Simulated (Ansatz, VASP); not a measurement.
# Two plane-wave programs on TiSn

```
Ti Sn
1.0
     0.00000    2.76270    2.76270
     2.76270    0.00000    2.76270
     2.76270    2.76270    0.00000
Ti Sn
1 1
Cartesian
  0.0000 0.0000 0.0000
  2.7627 2.7627 2.7627
```

The cell was built by a generator and needn't be a form met in nature.

Alike in both runs: task single point; functional PBE; k mesh 8 × 8 × 8; occupations fermi-dirac, width 0.05 eV; no spin polarisation.

```csv
,VASP,Ansatz
version,VASP 6.6.1,Ansatz 0.2.0
potentials or method,"VASP PAW PBE potentials, release 64 (Ti_sv, Sn_d)",Ansatz PAW
plane-wave cutoff (eV),520,420
valence electrons in the cell,26,26
```

VASP gave:

```
gap on the k mesh at the Fermi level (eV) : none
pressure (GPa)                            : 3.8
```

Q: What did Ansatz give for the same quantities?

A: gap on the k mesh at the Fermi level (eV): none; pressure (GPa): 3.7.

A gap of «none» marks a metal or a gap that the smearing closes.
